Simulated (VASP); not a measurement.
A run of VASP 6.6.1 is set up as follows.

The input INCAR:

```
SYSTEM = NaBiH3
PREC = Accurate
ENCUT = 520
EDIFF = 1E-6
ISMEAR = -1
SIGMA = 0.05
LREAL = .False.
LASPH = .True.
NELM = 60
ALGO = Fast
ISIF = 2
LWAVE = .False.
LCHARG = .True.
GGA = PE
LELF = .True.
LVHAR = .True.
NBANDS = 20
```

KPOINTS

```
Automatic mesh
0
Gamma
  4 4 4
  0 0 0
```

The input POSCAR:

```
NaBiH3
1.0
    3.7954440000      0.0000000000      0.0000000000
    0.0000000000      3.7954440000      0.0000000000
    0.0000000000      0.0000000000      3.7954440000
Na Bi H
1 1 3
Direct
    0.4936218266      0.5038878192      0.5074399728
    0.0014606987     -0.0006647444     -0.0002010305
   -0.0286448700      0.0307431752      0.4835468525
    0.5060656935     -0.0284522707     -0.0386784787
   -0.0375410624      0.5219175938     -0.0356408894
```

Potentials or basis: VASP PAW PBE potentials, release 64 (Na_pv, Bi_d, H).

The run is started by

```bash
$ cat potpaw_PBE.64/Na_pv/POTCAR potpaw_PBE.64/Bi_d/POTCAR potpaw_PBE.64/H/POTCAR > POTCAR
$ mpirun -np 1 vasp_std > vasp.out
```

**Question.** What does it give for the largest force?

**Answer.** 0.774 eV/Å.

**Question.** What does it give for the pressure?

**Answer.** 34.6 GPa.

**Question.** Estimate the band gap on the k mesh.

**Answer.** None (metal or under the smearing width).

Forces in eV/Å, atoms in the order of the input:
```
Na   0.068 -0.058  0.020
Bi   0.051  0.648 -0.420
H   -0.186  0.040  0.627
H    0.234 -0.194 -0.117
H   -0.168 -0.435 -0.110
```

Caveat: the k mesh is coarse (spacing up to 0.41 Å⁻¹), so the values aren't converged; a pressure of tens of GPa on the cell as given is suspect, and the run, the potentials or the cell itself is likely at fault; spin-orbit coupling is left out, which moves the levels of the heavy elements.
